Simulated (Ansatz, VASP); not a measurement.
# CrSeS (2H-CrSSe, 1 layer) in two plane-wave programs

Wanted: the spread between two codes on one cell, functional and k mesh. The structure shown is the start of the Ansatz relaxation below; VASP solves that cell, so the two are compared at the walk's first step.

Calculated with Ansatz 0.2.0; plane waves, with VASP 6.6.1 beside it; single point at PBE.

## Step 1: Starting point

The cell holds 3 atoms: 1 Se, 1 Cr and 1 S. Its edges and angles: a = 3.125 Å, b = 3.125 Å, c = 20.148 Å, α = 90.0°, β = 90.0°, γ = 120.0°. Vacuum lies along c.

## Step 2: Ansatz: relaxation, PBE

Ansatz runs on its default PAW (the set named soft_2) files.

The two programs are compared at the cell with which this relaxation starts, whose forces are those of its first step.

Contents of input.yaml:

```yaml
crystal:
  lattice:
    - [3.125, 0.0, 0.0]
    - [-1.5625, 2.7063293868, 0.0]
    - [0.0, 0.0, 20.1484613491]
  atoms:
    - { symbol: Se, position: [0.3333333333, 0.6666666667, 0.4218684421] }
    - { symbol: Cr, position: [0.0, 0.0, 0.5056654945] }
    - { symbol: S, position: [0.3333333333, 0.6666666667, 0.5781315579] }
kpoints:
  mp_grid: { grid: [12, 12, 1] }
hamiltonian:
  xc: pbe
scf:
  occupations: { method: fermi_dirac, width: 0.05 }
  convergence: { dr2_threshold: 1.0e-08 }
efield:
  axis: 3
  dipole_correction: true
  ramp_position: 0.97
  ramp_width: 0.04
relax:
  f_tol: 0.01
  cell: { fix: [c, alpha, beta] }
output:
  write_potential: true
  write_density: true
  volumetric_format: npy
```

Run with:

```console
ansatz run input.yaml --threads 4 --pin off --max-ram 8192MiB --backend cpu --events-out ev --progress --plain --runs-dir out
```

Numbers of over 12 decimals in the logs are rounded to 6 here.

What it wrote:

```text
Warning: relax.cell: scf.convergence.dr2_threshold = 1e-8 eV is looser than the 3e-10 eV advised for a relaxation that steers and ends on the stress (1e-10 eV for each atom of the cell: 3). What an SCF threshold leaves in a stress goes as its square root, and in the free energy as the threshold itself, and one threshold admits the most on a small cell: [figures from the program's tests cut] Set scf.convergence.dr2_threshold to 3e-10 eV or tighter. The threshold is an SCF's pass mark: one that does not reach it within its budget of iterations ends unconverged, or closes short of it on a stop that the run arms, and scf.convergence.dr2_threshold's page says what that costs each kind of run
Engine: ansatz 0.2.0, aarch64-unknown-linux-gnu
Pseudopotentials: kind: paw
Pseudopotential: Se, paw, valence charge 16, recommended cutoff 420 eV (normal), Se.paw.azcp
Pseudopotential: Cr, paw, valence charge 14, recommended cutoff 420 eV (normal), Cr.paw.azcp
Pseudopotential: S, paw, valence charge 6, recommended cutoff 420 eV (normal), S.paw.azcp
Functional definition: PBE
  parameter kappa = 0.804
  parameter beta = 0.066725
  exchange = pbe_x(kappa = kappa, mu = beta*pi^2/3)
  correlation = pbe_c(beta = beta)
Crystal: 3 atoms, lattice volume = 170.401 Å³
Basis set: ecut = 420 eV, 3307 PW (Γ), exchange–correlation on 48×48×270 points (8 copies of the dense FFT grid, shifted against one another)
Bands: 22, of which v1, the nominal top of the filled ones, is band 18 counted from 1 (17 counted from 0)
Symmetry: 6 space group operations
Space group: P3m1 (ITA 156), of the structure as read, at distance tolerance 5.5e-5 Å
k-points: 19 of 144 (time reversal used)
Non-local potential: Se, projectors of the file, l = 0: 2, l = 1: 2, l = 2: 3, l = 3: 1
Non-local potential: Cr, projectors of the file, l = 0: 3, l = 1: 2, l = 2: 3, l = 3: 1
Non-local potential: S, projectors of the file, l = 0: 2, l = 1: 2, l = 2: 2
PAW form: soft (Blöchl's): semilocal exchange-correlation on the pseudo side does not see the compensation charge
PAW one-centre angular grid: Se, 590 points (default); XC on 64 Gauss nodes
PAW one-centre angular grid: Cr, 590 points (default); XC on 64 Gauss nodes
PAW one-centre angular grid: S, 110 points (default); XC on 64 Gauss nodes
Initial density: superposition of atomic densities (neutral atoms: chi_scale 0, normalization atom), corrected by the library's trained network
Initial wavefunctions: pseudopotential atomic-orbital guess
Functional: x = pbe(κ = 0.804, μ = 0.219515), c = pbe(β = 0.066725)
SCF iter   1: F=—  HF=-9750.557101 eV  |F-HF|=—  |Δ(HF+E_count)|=         —  Δρ=4.43e-3  dr2=1.59e-1  ethr=1.77e-3  p=-0.063 e·Å  D=-6.66e-2 V/Å  ΔV_dip=1.34 eV  dr2_dipole=3.69e-2  V_vac-E_F(+/−)=5.54/4.20 eV  ⟨swp⟩=8.8  Hψ=2268  notcnv=0
efield: sawtooth ramp at fractional position 0.9700 (set: `efield.ramp_position`, or a place that a band, a saddle search or an elastic batch's reference lends), width 0.0400; the density the first Hamiltonian is built on has a dipole p = -0.063 e·Å; the dipole correction subtracts the counter field D = -6.66e-2 V/Å, which shifts the + side's vacuum level by +1.34 eV against the − side's; the planar-averaged density in the ramp window peaks in size at 2.9e-5 e/Å³
preconditioner: auto → none  [insulator: Δε(μ)=0.917 eV  Ē_g=6.882 eV  σ=0.050 eV  W_gap=1.00  n_scr=12 (ndim 8)  ℏωp=12.1 eV  f_vac=0.666  D(μ)=0.00/eV (n_scr^D=0)  ε∞_Penn≈4.1]
SCF iter   2: F=—  HF=-9751.036778 eV  |F-HF|=—  |Δ(HF+E_count)|=   4.80e-1  Δρ=2.56e-2  dr2=6.04e0  ethr=4.42e-4  p=0.069 e·Å  D=7.34e-2 V/Å  ΔV_dip=-1.48 eV  dr2_dipole=1.31e0  V_vac-E_F(+/−)=4.69/6.17 eV  ⟨swp⟩=4.5  Hψ=1073  notcnv=0  recentre
SCF iter   3: F=—  HF=-9750.546780 eV  |F-HF|=—  |Δ(HF+E_count)|=   4.90e-1  Δρ=3.11e-3  dr2=2.28e-2  ethr=4.42e-4  p=-0.047 e·Å  D=-4.98e-2 V/Å  ΔV_dip=1.00 eV  dr2_dipole=1.43e-3  V_vac-E_F(+/−)=5.42/4.42 eV  ⟨swp⟩=3.8  Hψ=818  notcnv=0
SCF iter   4: F=—  HF=-9750.546718 eV  |F-HF|=—  |Δ(HF+E_count)|=   6.14e-5  Δρ=1.82e-3  dr2=6.63e-3  ethr=6.33e-5  p=-0.046 e·Å  D=-4.84e-2 V/Å  ΔV_dip=0.98 eV  dr2_dipole=4.38e-4  V_vac-E_F(+/−)=5.51/4.53 eV  ⟨swp⟩=2.0  Hψ=657  notcnv=0
SCF iter   5: F=—  HF=-9750.547610 eV  |F-HF|=—  |Δ(HF+E_count)|=   8.92e-4  Δρ=7.95e-4  dr2=8.03e-4  ethr=1.84e-5  p=-0.043 e·Å  D=-4.53e-2 V/Å  ΔV_dip=0.91 eV  dr2_dipole=1.14e-6  V_vac-E_F(+/−)=5.48/4.57 eV  ⟨swp⟩=1.4  Hψ=439  notcnv=0
SCF iter   6: F=—  HF=-9750.548062 eV  |F-HF|=—  |Δ(HF+E_count)|=   4.52e-4  Δρ=2.82e-4  dr2=7.63e-5  ethr=2.23e-6  p=-0.042 e·Å  D=-4.42e-2 V/Å  ΔV_dip=0.89 eV  dr2_dipole=3.59e-8  V_vac-E_F(+/−)=5.48/4.58 eV  ⟨swp⟩=2.0  Hψ=542  notcnv=0
[...]
SCF 6 converged in 6 iterations: F = -9750.595184 eV  dr2 = 1.97e-9
relax step   6: F+E_penalty+E_count = -9750.59518415 eV  Δ(F+E_penalty+E_count) = -6.060e-6 eV  max|allowed force component| = 1.613e-4 eV/Å  Δτ_max = 0.0005 Å  P = -0.001 GPa  Ω = 170.573 Å³  energy of the carried Pulay correction = -7.788e-6 eV  fix = [c, alpha, beta]  reactions: c -0.001 GPa  (6 SCF iters, accepted)
Initial wavefunctions: pseudopotential atomic-orbital guess (no wavefunctions were taken with the density)
iter 1 solved again at ethr=8.99e-7 eV; its pass at ethr=3.10e-3 eV (dr2=3.24e-4 eV) is discarded
SCF iter   1: F=—  HF=-9750.594076 eV  |F-HF|=—  |Δ(HF+E_count)|=         —  Δρ=8.06e-5  dr2=2.39e-7  ethr=8.99e-7  p=-0.039 e·Å  D=-4.16e-2 V/Å  ΔV_dip=0.84 eV  dr2_dipole=1.90e-11  V_vac-E_F(+/−)=5.54/4.70 eV  ⟨swp⟩=3.9  Hψ=3486  notcnv=0
efield: sawtooth ramp at fractional position 0.9700 (set: `efield.ramp_position`, or a place that a band, a saddle search or an elastic batch's reference lends), width 0.0400; the density the first Hamiltonian is built on has a dipole p = -0.039 e·Å; the dipole correction subtracts the counter field D = -4.16e-2 V/Å, which shifts the + side's vacuum level by +0.84 eV against the − side's; the planar-averaged density in the ramp window peaks in size at 6.8e-6 e/Å³
eigensolver tolerance schedule: the retry pair's looser diagonalisation over-reported the residual by 1349.75 of it (diagonalisation noise at 0.64 of the residual, at the tolerance the schedule requests for it); recorded, not acted on — ethr = c·dr2/N_el stays at c = 1.0e-1
SCF iter   2: F=—  HF=-9750.594765 eV  |F-HF|=—  |Δ(HF+E_count)|=   6.89e-4  Δρ=4.12e-5  dr2=2.80e-7  ethr=6.65e-10  p=-0.039 e·Å  D=-4.16e-2 V/Å  ΔV_dip=0.84 eV  dr2_dipole=5.13e-10  V_vac-E_F(+/−)=5.54/4.70 eV  ⟨swp⟩=3.5  Hψ=945  notcnv=0
SCF iter   3: F=—  HF=-9750.595015 eV  |F-HF|=—  |Δ(HF+E_count)|=   2.51e-4  Δρ=4.58e-5  dr2=4.73e-6  ethr=6.65e-10  p=-0.039 e·Å  D=-4.16e-2 V/Å  ΔV_dip=0.84 eV  dr2_dipole=3.40e-8  V_vac-E_F(+/−)=5.54/4.70 eV  ⟨swp⟩=2.8  Hψ=722  notcnv=0  recentre
SCF iter   4: F=—  HF=-9750.595182 eV  |F-HF|=—  |Δ(HF+E_count)|=   1.67e-4  Δρ=2.99e-6  dr2=3.28e-8  ethr=6.65e-10  p=-0.039 e·Å  D=-4.16e-2 V/Å  ΔV_dip=0.84 eV  dr2_dipole=7.80e-9  V_vac-E_F(+/−)=5.54/4.70 eV  ⟨swp⟩=3.3  Hψ=753  notcnv=0
SCF iter   5: F=—  HF=-9750.595187 eV  |F-HF|=—  |Δ(HF+E_count)|=   5.11e-6  Δρ=1.74e-6  dr2=1.33e-8  ethr=9.11e-11  p=-0.039 e·Å  D=-4.16e-2 V/Å  ΔV_dip=0.84 eV  dr2_dipole=3.09e-9  V_vac-E_F(+/−)=5.54/4.70 eV  ⟨swp⟩=2.1  Hψ=533  notcnv=0
SCF iter   6: F=-9750.595190 eV  HF=-9750.595190 eV  |F-HF|=8.69e-7  |Δ(HF+E_count)|=   2.30e-6  Δρ=7.84e-7  dr2=1.34e-9  ethr=2.78e-11  p=-0.039 e·Å  D=-4.16e-2 V/Å  ΔV_dip=0.84 eV  dr2_dipole=2.44e-10  V_vac-E_F(+/−)=5.54/4.70 eV  ⟨swp⟩=9.9  Hψ=2524  notcnv=0
SCF 7 converged in 6 iterations: F = -9750.595190 eV  dr2 = 1.34e-9
relax step   7: F+E_penalty+E_count = -9750.59519046 eV  Δ(F+E_penalty+E_count) = -6.315e-6 eV  max|allowed force component| = 1.855e-4 eV/Å  Δτ_max = 0.0000 Å  P = +0.000 GPa  Ω = 170.573 Å³  fix = [c, alpha, beta]  reactions: c -0.000 GPa  stress off target by 1.54e-4 GPa on what of the cell is left free  SCF on the basis re-selected at this cell (its energy is not comparable with the rows above)  (6 SCF iters)
basis re-selected at this cell: Δ(F+E_penalty+E_count) = -6.315e-6 eV, ΔP = +0.001 GPa vs the last step (what re-selecting the basis moved, of the pressure what is left beyond the Pulay correction that the steps carried, after the strain that the cell walked since its last selection, with what the two solves' SCF thresholds leave and, on support functions, any second-order correction that the steps lacked; it is no m [...]
WARN: The input density's exchange-correlation potential varies sharply where the density is thin. Do not read a vacuum level from v_tot or v_xc, or from such a field of the output density. On a cell that repeats whose density bears no net charge and no dipole along the vacuum's axis use v_es (v_loc + v_h of the components); under efield.dipole_correction with no amplitude use v_es + v_field, which holds any external [...]
SCF converged after 6 iterations
Free energy (F): -9750.595190 eV
Harris-Foulkes:  -9750.595190 eV  (|F-HF|=8.69e-7)
Internal energy: -9750.595172 eV  (E = F + TS)
E sigma→0 (E₀):  -9750.595181 eV
Entropy (-TS):   -0.000019 eV (-0.006 meV/atom)
Fermi energy:    -0.195473 eV
Dipole field:    D = -0.041600 V/Å  (p = -0.039214 e·Å, saw-weighted, corrected)
Work function:   Φ+ = 5.5379 eV   Φ− = 4.6997 eV
Levels:          The Fermi level and band energies are counted from a zero that moves with the ramp; work functions are not
--- Per-component energies (eV) ---
  E_band       = -988.171831
  E_kinetic    = 569.744072
  E_local      = -32935.302019  (includes V_loc(G=0)·N_el)
  E_nonlocal   = -488.342111
  E_hartree    = 16128.078372
  E_xc         = -341.680850
  E_vxc        = -364.739586  (∫ρ·V_xc dr)
  E_paw        = -3706.542142  (= ΣΔE_a)
  E_vpaw       = -25.423879  (= ΣTr[D̂ρ^β])
  E_aug_tail   = -0.000213  (compensation charges beyond the density's cutoff)
  E_efield     = 0.000816  (sawtooth field / dipole correction)
  E_vefield    = -0.264321  (∫n·V_field dr)
  E_ewald      = 11023.448903
  E_smearing   = -0.000019  (= −TS)
  E_closure    = -0.000000  (closes the sum)
  Σ components = -9750.595190   (vs F -9750.595190, Δ=0.00e0)
--- Forces (eV/Å), atoms counted from 1 ---
  atom   1  Se     0.00000000    -0.00000000     0.00018212
  atom   2  Cr     0.00000000     0.00000000    -0.00014245
  atom   3  S      0.00000000     0.00000000    -0.00004985
  max |Σ_I F_I| component: 1.02e-5 eV/Å
--- Stress (GPa, compression-positive) ---
        0.000154       0.000000       0.000000
        0.000000       0.000154       0.000000
        0.000000       0.000000      -0.000133
  P = ⅓ Tr σ = 0.0001 GPa (0.001 kbar)
--- Band table (eV; the first three rows and the last of 19) ---
  k-point 0: bands = [... 14 lower, -2.5801, -1.5471, -1.5471, -0.6356, 2.0744, 2.0744, 2.4676, 2.4676]
  k-point 1: bands = [... 14 lower, -2.5386, -1.6517, -1.5991, -0.6548, 1.7961, 1.9536, 2.0596, 2.3618]
  k-point 2: bands = [... 14 lower, -2.4724, -1.8539, -1.7924, -0.7877, 1.1212, 1.4363, 1.7355, 2.3834]
  k-point 18: bands = [... 14 lower, -4.0449, -4.0425, -2.2943, -0.6580, 0.1951, 1.2515, 1.3748, 2.7548]
--- Relaxed structure (6 steps of the walk, 6 accepted, 1 SCFs on fresh bases) ---
  F+E_penalty+E_count = -9750.59519046 eV   max|allowed force component| = 1.855e-4 eV/Å   (the final SCF, on the basis selected at the relaxed cell)
  cell:  # Å, volume = 170.5729 Å³
    - [3.126575, 0, 0]
    - [-1.563287, 2.707693, 0]
    - [0, 0, 20.1484613491]
  atoms:
    - { symbol: Se, position: [0.333333, 0.666667, 0.424897] }
    - { symbol: Cr, position: [-4.995253484114887e-19, -3.700743415524894e-17, 0.504968] }
    - { symbol: S, position: [0.333333, 0.666667, 0.575801] }
```

Reading the cycles: dr2 is the Hartree energy of the density residual (eV), the measure of convergence; HF is the Harris–Foulkes estimate of the energy, which meets the free energy F at convergence.

[end of part 1 of 2]

[Lines on the potential files, build, host, timing and source positions are cut from VASP's logs without a mark.]

[Logs are printed without paths, hosts, clocks, repeated set-up lines and the standing remarks that a program may print on its own settings, such as how far it seeks lower states.]

[Hosts, paths, dates, database ids (printed as entryN), source tags and the programs' standing remarks are cut or masked in the printed files.]
